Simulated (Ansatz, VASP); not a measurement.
## TaN in two plane-wave programs

Aim: how closely do two programs agree when they are given the same cell, functional and k mesh? The cell is taken from a series of runs on this material, whose earlier steps may have relaxed, scaled, displaced or heated it; both programs get it as it stands.

Program: Ansatz 0.2.0. Level of theory: plane waves, with VASP 6.6.1 beside it; zone-centre phonons at PBEsol. Results are calculated unless marked as measured.

### Step 1. The starting structure

It takes space group P-6m2 (No. 187, hexagonal). Conventional cell: a = 2.924 Å, b = 2.924 Å, c = 2.871 Å, α = 90.00°, β = 90.00°, γ = 120.00°. Nearest to N lie 6 Ta at 2.22 Å. Ta has 6 N at 2.22 Å nearest. Farther neighbours and most contacts between anions are not listed.

As a file:

```xyz
2
Lattice="2.9238 0.0000 0.0000 -1.4619 2.5321 0.0000 0.0000 0.0000 2.8706" Properties=species:S:1:pos:R:3 pbc="T T T"
N     1.4619    0.8440    0.0000
Ta    0.0000    0.0000    1.4353
```

### Step 2. VASP: zone-centre phonons, PBEsol

Second derivatives magnify differences that forces hide, and they need a tight electronic threshold.

Lines of VASP's logs that name or quote its potential files are left out, and so is its time.

INCAR

```
SYSTEM = TaN
PREC = Accurate
ENCUT = 600
EDIFF = 1E-08
NELM = 120
ISMEAR = 1
SIGMA = 0.2
LREAL = .FALSE.
ALGO = Normal
GGA = PS
NBANDS = 14
LASPH = .TRUE.
LORBIT = 11
LWAVE = .FALSE.
LCHARG = .FALSE.
ISIF = 2
IBRION = 8
GGA_COMPAT = .FALSE.
KPAR = 2
```

POSCAR

```
TaN
1.0
    2.9238313694      0.0000000000      0.0000000000
   -1.4619156847      2.5321122423      0.0000000000
    0.0000000000      0.0000000000      2.8706066532
N Ta
1 1
Direct
    0.6666666667      0.3333333333      0.0000000000
    0.0000000000      0.0000000000      0.5000000000
```

KPOINTS

```
Automatic mesh
0
Gamma
18 18 16
0 0 0
```

PAW data sets: N and Ta_pv (PBE family, release 64).

Started as:

```bash
$ mpirun -np 2 vasp_std
```

Numbers of over 12 decimals in the logs are rounded to 6 here.

Output:

```text
[banner, memory and clock lines left out]
running    2 mpi-ranks, on    1 nodes
 distrk:  each k-point on    1 cores,    2 groups
 distr:  one band on    1 cores,    1 groups

 POSCAR found type information on POSCAR N Ta
 POSCAR found :  2 types and       2 ions
|                                                                             |
|               ----> ADVICE to this user running VASP <----                  |
|                                                                             |
|     You enforced a specific xc type in the INCAR file but a different       |
|     [... a line on the potential file left out ...]
|     I HOPE YOU KNOW WHAT YOU ARE DOING!                                     |
|                                                                             |

 LDA part: xc-table for (Slater+PW92), standard interpolation
 POSCAR, INCAR and KPOINTS ok, starting setup
 FFT: planning ... GRIDC
 FFT: planning ... GRID_SOFT
 FFT: planning ... GRID
 WAVECAR not read
 entering main loop
       N       E                     dE             d eps       ncg     rms          rms(c)
DAV:   1     0.102157854288E+03    0.10216E+03   -0.98282E+03  9324   0.134E+03
DAV:   2    -0.225427866620E+02   -0.12470E+03   -0.11808E+03 11460   0.344E+02
DAV:   3    -0.261160089755E+02   -0.35732E+01   -0.35498E+01 10806   0.575E+01
DAV:   4    -0.261344237258E+02   -0.18415E-01   -0.18412E-01 11106   0.437E+00
DAV:   5    -0.261345369061E+02   -0.11318E-03   -0.11318E-03 11010   0.328E-01    0.244E+01
DAV:   6    -0.239321067937E+02    0.22024E+01   -0.39191E+00 11204   0.247E+01    0.104E+01
DAV:   7    -0.238442044391E+02    0.87902E-01   -0.37345E-01 11652   0.624E+00    0.715E+00
DAV:   8    -0.238129290789E+02    0.31275E-01   -0.12953E-01 12480   0.346E+00    0.151E+00
DAV:   9    -0.238078251256E+02    0.51040E-02   -0.11151E-02 10482   0.965E-01    0.206E-01
DAV:  10    -0.238077375402E+02    0.87585E-04   -0.54808E-04 12762   0.288E-01    0.144E-01
DAV:  11    -0.238076968001E+02    0.40740E-04   -0.63512E-05 10650   0.830E-02    0.147E-02
DAV:  12    -0.238076968214E+02   -0.21327E-07   -0.45585E-06 12180   0.199E-02    0.212E-03
DAV:  13    -0.238076967665E+02    0.54928E-07   -0.37967E-08 10578   0.195E-03    0.205E-03
DAV:  14    -0.238076967222E+02    0.44267E-07   -0.17048E-08 11172   0.130E-03    0.224E-04
DAV:  15    -0.238076967096E+02    0.12623E-07   -0.59909E-10  6186   0.269E-04    0.104E-04
DAV:  16    -0.238076967116E+02   -0.19884E-08   -0.11228E-10  6252   0.104E-04
   1 F= -.23807697E+02 E0= -.23807835E+02  d E =0.416036E-03
 Linear response reoptimize wavefunctions to high precision
DAV:   1    -0.238076967112E+02    0.35266E-09   -0.13307E-11  6276   0.529E-05
DAV:   2    -0.238076967112E+02    0.34106E-11   -0.15763E-12  5886   0.107E-05
 Linear response DOF=           4
 Linear response progress:
  Degree of freedom:   1/  4
       N       E                     dE             d eps       ncg     rms          rms(c)
RMM:   1    -0.232639859804E+00   -0.23264E+00    0.11067E-01 95622   0.287E+00
RMM:   2    -0.226260190887E+00    0.63797E-02   -0.30575E-03 69828   0.469E-01    0.177E-01
RMM:   3    -0.227087473336E+00   -0.82728E-03   -0.51930E-04 66533   0.152E-01    0.958E-02
RMM:   4    -0.228257552825E+00   -0.11701E-02   -0.29605E-04 67859   0.112E-01    0.248E-02
RMM:   5    -0.228309740338E+00   -0.52188E-04   -0.10761E-05 76379   0.269E-02    0.230E-03
RMM:   6    -0.228306953701E+00    0.27866E-05   -0.35935E-06 77391   0.524E-03    0.134E-03
RMM:   7    -0.228301164204E+00    0.57895E-05   -0.91100E-07 81937   0.177E-03    0.106E-03
RMM:   8    -0.228303018371E+00   -0.18542E-05   -0.36254E-07 80546   0.661E-04    0.224E-04
RMM:   9    -0.228300179007E+00    0.28394E-05   -0.10677E-07 73029   0.328E-04    0.246E-05
RMM:  10    -0.228299999492E+00    0.17951E-06   -0.34276E-08 85195   0.113E-04    0.226E-05
RMM:  11    -0.228299962359E+00    0.37133E-07   -0.10731E-08 83235   0.440E-05    0.832E-06
RMM:  12    -0.228299963255E+00   -0.89600E-09   -0.86411E-09 79945   0.228E-05    0.220E-06
 first order change of Fermi-energy   0.29047E-04
 force on displaced ion       1 direction 1 : -13.696   0.001   0.000
 Linear response progress:
  Degree of freedom:   2/  4
       N       E                     dE             d eps       ncg     rms          rms(c)
RMM:   1    -0.236913298273E+00   -0.23691E+00    0.14917E-01 32724   0.296E+00
RMM:   2    -0.230996907550E+00    0.59164E-02   -0.38112E-03 25079   0.509E-01    0.148E-01
RMM:   3    -0.231803848856E+00   -0.80694E-03   -0.88129E-04 23695   0.181E-01    0.760E-02
RMM:   4    -0.233028292197E+00   -0.12244E-02   -0.39927E-04 24450   0.123E-01    0.225E-02
RMM:   5    -0.233150794923E+00   -0.12250E-03   -0.20057E-05 26069   0.359E-02    0.336E-03
RMM:   6    -0.233146050929E+00    0.47440E-05   -0.15344E-06 26500   0.827E-03    0.121E-03
RMM:   7    -0.233137611735E+00    0.84392E-05   -0.23913E-07 26533   0.270E-03    0.399E-04
RMM:   8    -0.233139354648E+00   -0.17429E-05   -0.25899E-08 28917   0.910E-04    0.167E-04
RMM:   9    -0.233139170152E+00    0.18450E-06   -0.16975E-08 28947   0.301E-04    0.351E-05
RMM:  10    -0.233138878337E+00    0.29181E-06   -0.10712E-08 29300   0.108E-04    0.141E-05
RMM:  11    -0.233138889115E+00   -0.10778E-07    0.70141E-12 29696   0.480E-05    0.303E-06
RMM:  12    -0.233138908809E+00   -0.19694E-07   -0.56791E-09 27758   0.246E-05    0.114E-06
RMM:  13    -0.233138911062E+00   -0.22529E-08    0.47953E-09 21129   0.161E-05    0.395E-07
 first order change of Fermi-energy  -0.16321E-03
 force on displaced ion       1 direction 3 :  -0.000   0.000 -14.829
 Linear response progress:
  Degree of freedom:   3/  4
       N       E                     dE             d eps       ncg     rms          rms(c)
RMM:   1    -0.132944871047E+00   -0.13294E+00    0.11618E+01 42169   0.252E+01
RMM:   2    -0.161777484888E+00   -0.28833E-01   -0.26534E-02 64759   0.151E+00    0.183E-01
RMM:   3    -0.160394832972E+00    0.13827E-02   -0.26630E-03 73721   0.331E-01    0.102E-01
RMM:   4    -0.159448685857E+00    0.94615E-03   -0.40984E-04 81601   0.126E-01    0.371E-02
RMM:   5    -0.159138208912E+00    0.31048E-03   -0.82948E-05 85099   0.334E-02    0.607E-03
RMM:   6    -0.159142230847E+00   -0.40219E-05   -0.15729E-05 81293   0.110E-02    0.214E-03
RMM:   7    -0.159144360699E+00   -0.21299E-05   -0.88156E-06 88874   0.359E-03    0.484E-04
RMM:   8    -0.159146256812E+00   -0.18961E-05   -0.77081E-06 87952   0.128E-03    0.214E-04
RMM:   9    -0.159147285369E+00   -0.10286E-05   -0.30364E-06 83032   0.595E-04    0.425E-05
RMM:  10    -0.159147574497E+00   -0.28913E-06   -0.24913E-06 86951   0.284E-04    0.194E-05
RMM:  11    -0.159147577360E+00   -0.28632E-08   -0.10119E-06 94227   0.136E-04    0.833E-06
RMM:  12    -0.159147603999E+00   -0.26639E-07   -0.88514E-07 91041   0.739E-05    0.830E-06
RMM:  13    -0.159147583123E+00    0.20876E-07   -0.34216E-07 83634   0.472E-05    0.761E-06
RMM:  14    -0.159147697235E+00   -0.11411E-06   -0.31118E-07 75089   0.419E-05    0.165E-05
RMM:  15    -0.159147602900E+00    0.94335E-07   -0.11298E-07 72878   0.314E-05    0.361E-06
RMM:  16    -0.159147616631E+00   -0.13731E-07   -0.11592E-07 70153   0.191E-05    0.225E-06
RMM:  17    -0.159147621390E+00   -0.47596E-08   -0.33512E-08 58165   0.159E-05    0.185E-07
 first order change of Fermi-energy  -0.59406E-04
 force on displaced ion       2 direction 1 : -13.695   0.000   0.000
 Linear response progress:
  Degree of freedom:   4/  4
       N       E                     dE             d eps       ncg     rms          rms(c)
RMM:   1    -0.151703971038E+00   -0.15170E+00    0.10103E+01 14958   0.245E+01
RMM:   2    -0.180285642823E+00   -0.28582E-01   -0.27820E-02 22229   0.152E+00    0.136E-01
RMM:   3    -0.179613974850E+00    0.67167E-03   -0.20861E-03 26257   0.295E-01    0.736E-02
RMM:   4    -0.179068553694E+00    0.54542E-03   -0.19726E-04 27549   0.991E-02    0.211E-02
RMM:   5    -0.178939681136E+00    0.12887E-03   -0.26831E-05 29433   0.280E-02    0.653E-03
RMM:   6    -0.178913438818E+00    0.26242E-04   -0.46998E-06 27365   0.102E-02    0.876E-04
RMM:   7    -0.178915008736E+00   -0.15699E-05   -0.16611E-06 30333   0.305E-03    0.398E-04
RMM:   8    -0.178916889587E+00   -0.18809E-05   -0.14015E-06 30942   0.119E-03    0.118E-04
RMM:   9    -0.178917542599E+00   -0.65301E-06   -0.99576E-07 29742   0.513E-04    0.494E-05
RMM:  10    -0.178917987055E+00   -0.44446E-06   -0.58571E-07 28370   0.305E-04    0.156E-05
RMM:  11    -0.178918292107E+00   -0.30505E-06   -0.30537E-07 31323   0.158E-04    0.810E-06
RMM:  12    -0.178918183608E+00    0.10850E-06   -0.17744E-07 28044   0.949E-05    0.443E-06
RMM:  13    -0.178918190177E+00   -0.65688E-08   -0.84579E-08 29803   0.549E-05    0.552E-06
 first order change of Fermi-energy  -0.91928E-03
 force on displaced ion       2 direction 3 :  -0.000   0.000 -14.829
 Linear response finished
```

OUTCAR, selected parts (step 2):

```text
ion  position               nearest neighbor table
   1  0.667  0.333  0.000-   2 2.22   2 2.22   2 2.22   2 2.22   2 2.22   2 2.22
   2  0.000  0.000  0.500-   1 2.22   1 2.22   1 2.22   1 2.22   1 2.22   1 2.22

  LATTYP: Found a hexagonal cell.
 ALAT       =     2.9238313694
 C/A-ratio  =     0.9817962428

 Subroutine GETGRP returns: Found 12 space group operations
 (whereof 12 operations were pure point group operations)

The static configuration has the point symmetry D_3h.

 Found    333 irreducible k-points:

   k-points           NKPTS =    333   k-points in BZ     NKDIM =    333   number of bands    NBANDS=     14

   dimension x,y,z NGX =    24 NGY =   24 NGZ =   24
   dimension x,y,z NGXF=    48 NGYF=   48 NGZF=   48

   ENCUT  =  600.0 eV  44.10 Ry    6.64 a.u.   5.84  5.84  5.73*2*pi/ulx,y,z

   NELECT =      16.0000    total number of electrons

 k-points in reciprocal lattice and weights: Automatic mesh
   0.00000000  0.00000000  0.00000000       0.000
   0.05555556  0.00000000  0.00000000       0.001
   0.11111111  0.00000000  0.00000000       0.001
   0.16666667  0.00000000  0.00000000       0.001
   0.22222222  0.00000000  0.00000000       0.001
   0.27777778  0.00000000  0.00000000       0.001
   0.33333333  0.00000000  0.00000000       0.001
   0.38888889  0.00000000  0.00000000       0.001
   0.44444444  0.00000000  0.00000000       0.001
[...]
0.33333333  0.27777778  0.50000000       0.002
   0.33333333  0.33333333  0.50000000       0.000

 average (electrostatic) potential at core
       1 -61.6169       2 -34.6261

  Total        0.0950203      0.0950203      0.1262207      0.0000000      0.0000000     -0.0000000
  in kB        7.1633795      7.1633795      9.5155102      0.0000000      0.0000000     -0.0000000
  external PRESSURE =       7.9474231 kB  Pullay stress =       0.0000000 kB

  energy-cutoff  :      600.00
  volume of cell :       21.25
      direct lattice vectors                 reciprocal lattice vectors
     2.923831369  0.000000000  0.000000000     0.342016989  0.197463600  0.000000000
    -1.461915685  2.532112242  0.000000000     0.000000000  0.394927201  0.000000000
     0.000000000  0.000000000  2.870606653     0.000000000  0.000000000  0.348358421

 POSITION                                       TOTAL-FORCE (eV/Angst)
 -----------------------------------------------------------------------------------
      1.46192      0.84404      0.00000         0.000000      0.000000      0.000000
      0.00000      0.00000      1.43530        -0.000000     -0.000000      0.000000
 -----------------------------------------------------------------------------------
    total drift:                               -0.000000      0.000000      0.000000

 Eigenvectors and eigenvalues of the dynamical matrix
 ----------------------------------------------------

   1 f  =   16.699602 THz   104.926695 2PiTHz  557.038768 cm-1    69.063974 meV
             X         Y         Z           dx          dy          dz
      1.461916  0.844037  0.000000     0.000000    0.000000    0.963422
      0.000000  0.000000  1.435303     0.000000    0.000000   -0.267990

   2 f  =   16.049213 THz   100.840177 2PiTHz  535.344112 cm-1    66.374181 meV
             X         Y         Z           dx          dy          dz
      1.461916  0.844037  0.000000     0.000000    0.963423   -0.000000
      0.000000  0.000000  1.435303     0.000000   -0.267984    0.000000

   3 f  =   16.049213 THz   100.840177 2PiTHz  535.344112 cm-1    66.374181 meV
             X         Y         Z           dx          dy          dz
      1.461916  0.844037  0.000000     0.963423   -0.000000   -0.000000
      0.000000  0.000000  1.435303    -0.267984    0.000000    0.000000

   4 f/i=    0.000011 THz     0.000069 2PiTHz    0.000369 cm-1     0.000046 meV
             X         Y         Z           dx          dy          dz
      1.461916  0.844037  0.000000     0.000000    0.000000    0.267990
      0.000000  0.000000  1.435303     0.000000    0.000000    0.963422

   5 f/i=    0.000106 THz     0.000666 2PiTHz    0.003538 cm-1     0.000439 meV
             X         Y         Z           dx          dy          dz
      1.461916  0.844037  0.000000     0.260890    0.061252   -0.000000
      0.000000  0.000000  1.435303     0.937920    0.220207   -0.000000

   6 f/i=    0.000106 THz     0.000666 2PiTHz    0.003538 cm-1     0.000439 meV
             X         Y         Z           dx          dy          dz
      1.461916  0.844037  0.000000    -0.061252    0.260890   -0.000000
      0.000000  0.000000  1.435303    -0.220207    0.937920   -0.000000

 ELASTIC MODULI CONTR FROM IONIC RELAXATION (kBar)
 Direction    XX          YY          ZZ          XY          YZ          ZX
 --------------------------------------------------------------------------------
 XX         -14.4206     14.4206      0.0000     -0.0000      0.0000      0.0000
 YY          14.4206    -14.4206      0.0000      0.0000      0.0000      0.0000
 ZZ           0.0000      0.0000      0.0000      0.0000      0.0000      0.0000
 XY          -0.0000      0.0000      0.0000    -14.4206      0.0000      0.0000
 YZ           0.0000      0.0000      0.0000      0.0000      0.0000      0.0000
 ZX           0.0000      0.0000      0.0000      0.0000      0.0000      0.0000
 --------------------------------------------------------------------------------
```

(Part 1 of 2 ends here.)

[Lines on the potential files, build, host, timing and source positions are cut from VASP's logs without a mark.]

[Logs are printed without paths, hosts, clocks, repeated set-up lines and the standing remarks that a program may print on its own settings, such as how far it seeks lower states.]

[Hosts, paths, dates, database ids (printed as entryN), source tags and the programs' standing remarks are cut or masked in the printed files.]
